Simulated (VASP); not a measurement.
Given:

```xyz
3
Lattice="1.8306 -3.1707 0.0000 1.8306 3.1707 0.0000 0.0000 0.0000 5.1539" Properties=species:S:1:pos:R:3 pbc="T T T"
Pt     0.0000     0.0000     0.0000
Se     1.8306     1.0569     1.2711
Se     1.8306    -1.0569     3.8828
```

Calculation: r2SCAN+rVV10, VASP's PBE PAW potentials (set 64) (plane waves; VASP 6.6.1). Numerical set-up: 520 eV cut-off, 9×9×6 Γ-centred mesh, first-order Methfessel-Paxton smearing of 0.10 eV, potentials Pt Se.

Question: The ions and cell shape at fixed volume are relaxed. Give the cell that the relaxation ends in.

Answer: 
```xyz
3
Lattice="1.8691 -3.2374 0.0000 1.8691 3.2374 0.0000 0.0000 0.0000 4.9439" Properties=species:S:1:pos:R:3 pbc="T T T"
Pt     0.0000     0.0000     0.0000
Se     1.8691     1.0791     1.2879
Se     1.8691    -1.0791     3.6560
```
Space group P-3m1 (164), at a tolerance of 0.03 Å.

Question: How much energy does the relaxation gain?

Answer: The energy (σ→0) changes by -25.7 meV/atom, in 6 ionic steps.

The compound is PtSe2 in the 1T layered structure. This cell is one point of a volume scan, at 0.94 of the reference volume. Symmetry was kept, so distortions that lower it aren't found.
